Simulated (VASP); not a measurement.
Consider the following.

```xyz
1
Lattice="0.0000 2.8365 2.8365 2.8365 0.0000 2.8365 2.8365 2.8365 0.0000" Properties=species:S:1:pos:R:3 pbc="T T T"
Sr     0.0000     0.0000     0.0000
```

All values below come from PBEsol GGA, VASP's PBE PAW potentials (set 64) (plane waves; VASP 6.6.1). Numerical set-up: 480 eV cut-off, 8×8×8 Γ-centred mesh, Gaussian smearing of 0.050 eV, potentials Sr_sv.

Task: Give the stress tensor in GPa (positive for a compressed cell).

Result: 
```
1.97  0.00  0.00
0.00  1.97  0.00
0.00  0.00  1.97
```
The pressure is its mean diagonal, 1.97 GPa.

The compound is Sr in the fcc structure. This cell was strained or had an atom moved on purpose.
